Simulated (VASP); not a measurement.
Energy against volume of CeO$_{2}$ (fluorite). All values below come from PBE GGA with D3 dispersion (Becke-Johnson damping), VASP's PBE PAW potentials (set 64) (plane waves; VASP). Run with 520 eV cut-off, 7×7×7 Γ-centred mesh, Gaussian smearing of 0.050 eV, potentials Ce O.

```tsv
V (Å³/atom)	E (eV/atom)
12.558	-8.95549
12.959	-8.97952
13.359	-8.98743
13.760	-8.98173
```

Task: Fit these four points and predict the energy of the run at 14.161 Å³/atom.

Result: A cubic in V^(−2/3), the third-order Birch-Murnaghan form, passes through the four points with V0 = 13.38 Å³/atom and B0 = 180 GPa, and gives -8.9645 eV/atom there. The run gave -8.9644 eV/atom, +0.1 meV/atom from the fit; all five points give B0 = 180 GPa.

The compound is CeO2 in the fluorite structure. It was relaxed first. The run is not spin-polarised, so no magnetic state was tried.
